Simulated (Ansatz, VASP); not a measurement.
SiSn2 in VASP and in Ansatz

```xyz
3
Lattice="0.0000 3.2909 3.2909 3.2909 0.0000 3.2909 3.2909 3.2909 0.0000" Properties=species:S:1:pos:R:3 pbc="T T T"
Si    0.0000    0.0000    0.0000
Sn    1.6454    1.6454    1.6454
Sn    4.9363    4.9363    4.9363
```

The cell comes from a database or a generator and needn't be the stable form of this composition.

Alike in both runs: task single point; functional PBE; k mesh 4 × 4 × 4; occupations gaussian, width 0.05 eV; no spin polarisation.

|  | VASP | Ansatz |
| --- | --- | --- |
| version | VASP 6.6.1 | Ansatz 0.2.0 |
| potentials or method | VASP PAW PBE potentials, release 64 (Si, Sn_d) | scalar-relativistic, plane waves, PAW |
| plane-wave cutoff (eV) | 520 | 420 |
| valence electrons in the cell | 32 | 32 |

VASP gave:

```
gap on the k mesh at the Fermi level (eV) : none
pressure (GPa)                            : 6.9
```

Question: Estimate Ansatz's values.

Answer: gap on the k mesh at the Fermi level (eV): none; pressure (GPa): 7.1.

A gap of «none» marks a metal or a gap that the smearing closes. With one functional, cell and mesh, what is left measures potentials, basis and numerics.

Caveats: the k mesh is coarse (spacing up to 0.41 Å⁻¹), so the values aren't converged.
